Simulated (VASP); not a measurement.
Output of a VASP run:

OSZICAR:
```
       N       E                     dE             d eps       ncg     rms          rms(c)
DAV:   1     0.198714660113E+03    0.19871E+03   -0.12494E+04   730   0.993E+02
DAV:   2     0.150042893538E+01   -0.19721E+03   -0.19306E+03   630   0.349E+02
DAV:   3    -0.251469708427E+02   -0.26647E+02   -0.26028E+02  1124   0.997E+01
DAV:   4    -0.282564617521E+02   -0.31095E+01   -0.30784E+01   745   0.316E+01
DAV:   5    -0.286186133043E+02   -0.36215E+00   -0.36168E+00   913   0.800E+00    0.133E+01
DAV:   6    -0.355128698335E+02   -0.68943E+01   -0.97396E+01   870   0.497E+01    0.259E+01
DAV:   7    -0.267665866200E+02    0.87463E+01   -0.13948E+02   862   0.477E+01    0.135E+01
DAV:   8    -0.245898114157E+02    0.21768E+01   -0.28305E+01   756   0.244E+01    0.490E+00
DAV:   9    -0.242254797242E+02    0.36433E+00   -0.18580E+00   757   0.916E+00    0.280E+00
DAV:  10    -0.240676322582E+02    0.15785E+00   -0.72263E-01   878   0.653E+00    0.106E+00
DAV:  11    -0.240588490130E+02    0.87832E-02   -0.16239E-01   845   0.274E+00    0.715E-01
DAV:  12    -0.240541334544E+02    0.47156E-02   -0.46445E-02   881   0.106E+00    0.312E-01
DAV:  13    -0.240530665221E+02    0.10669E-02   -0.11409E-02   796   0.583E-01    0.238E-01
DAV:  14    -0.240528803623E+02    0.18616E-03   -0.26099E-03   720   0.406E-01    0.925E-02
DAV:  15    -0.240529585299E+02   -0.78168E-04   -0.11782E-03   886   0.237E-01    0.421E-02
DAV:  16    -0.240530902116E+02   -0.13168E-03   -0.41865E-04   892   0.111E-01    0.356E-02
DAV:  17    -0.240529416874E+02    0.14852E-03   -0.14338E-04   697   0.818E-02    0.214E-02
DAV:  18    -0.240529846453E+02   -0.42958E-04   -0.63890E-05   889   0.545E-02    0.111E-02
DAV:  19    -0.240530193804E+02   -0.34735E-04   -0.11943E-05   593   0.156E-02    0.556E-03
DAV:  20    -0.240530991605E+02   -0.79780E-04   -0.94050E-06   537   0.152E-02    0.316E-03
DAV:  21    -0.240531298704E+02   -0.30710E-04   -0.37764E-06   598   0.112E-02    0.183E-03
DAV:  22    -0.240531462851E+02   -0.16415E-04   -0.76978E-07   443   0.597E-03    0.129E-03
DAV:  23    -0.240531486141E+02   -0.23290E-05   -0.15140E-07   413   0.252E-03    0.695E-04
DAV:  24    -0.240531504467E+02   -0.18326E-05   -0.16968E-07   418   0.173E-03    0.166E-04
DAV:  25    -0.240531507793E+02   -0.33259E-06   -0.41954E-08   396   0.110E-03
   1 F= -.24053151E+02 E0= -.24028535E+02  d E =-.492306E-01
```

**OUTCAR**
```
------------------------ aborting loop because EDIFF is reached ----------------------------------------
  FORCE on cell =-STRESS in cart. coord.  units (eV):
  Direction    XX          YY          ZZ          XY          YZ          ZX
  --------------------------------------------------------------------------------------
  Total       -4.4500489     -4.4500489     -3.1144983      0.0000000      0.0000000      0.0000000
  in kB      -43.3344621    -43.3344621    -30.3289048      0.0000000      0.0000000      0.0000000
  external PRESSURE =     -38.9992763 kB  Pullay stress =       0.0000000 kB
  volume of cell :      164.53
      direct lattice vectors                 reciprocal lattice vectors
     2.861062000  0.000000000  0.000000000     0.349520563  0.000000000  0.000000000
     0.000000000  2.861062000  0.000000000     0.000000000  0.349520563  0.000000000
     0.000000000  0.000000000 20.099600000     0.000000000  0.000000000  0.049752234
 POSITION                                       TOTAL-FORCE (eV/Angst)
 -----------------------------------------------------------------------------------
      1.43053      1.43053      7.00001        -0.000000     -0.000000      0.639155
      1.43053      1.43053     11.06640         0.000000      0.000000      0.408129
      0.00000      0.00000      9.03320        -0.000000      0.000000     -0.439876
      0.00000      0.00000     13.09959        -0.000000      0.000000     -0.607408
 -----------------------------------------------------------------------------------
    total drift:                                0.000000     -0.000000      0.000189
  FREE ENERGIE OF THE ION-ELECTRON SYSTEM (eV)
  ---------------------------------------------------
  free  energy   TOTEN  =       -24.0531507793 eV

  energy  without entropy=      -24.0039201565  energy(sigma->0) =      -24.02853547
```
(Selected blocks of OUTCAR.)

**POSCAR**
```
AlTi
1
    2.8610620000     0.0000000000     0.0000000000
    0.0000000000     2.8610620000     0.0000000000
    0.0000000000     0.0000000000    20.0996000000
Ti Al
2 2
Direct
  0.5000000000   0.5000000000   0.3482660000
  0.5000000000   0.5000000000   0.5505780000
  0.0000000000   0.0000000000   0.4494220000
  0.0000000000   0.0000000000   0.6517340000
```

Write an INCAR and KPOINTS that could have produced this output.

This is not unique; one that fits is the input of the run itself, PBEsol GGA, plane waves, VASP's PBE PAW potentials (set 64).

### KPOINTS
```
kpoints
0
gamma
8 8 1
```

### INCAR
```
SYSTEM  =  AlTi
PREC  =  Accurate; ENCUT  =  300; LREAL  =  .FALSE.
LASPH  =  .TRUE.
EDIFF  =  1E-6; NELM  =  100; ALGO  =  Normal
LMAXMIX  =  4
ISMEAR  =  -1; SIGMA  =  0.05
GGA  =  PS
ISIF  =  2
LWAVE  =  .FALSE.; LCHARG  =  .FALSE.
```

POTCAR, in this order: Ti_sv Al (PBE.64 set). Program: vasp_std.

At this cut-off the stress carries a Pulay error, which pulls relaxed volumes low. The cell holds a wide vacuum, so values per volume refer to the whole cell.

The cell is a sheet with vacuum, built from a database entry that may be metastable or hypothetical.
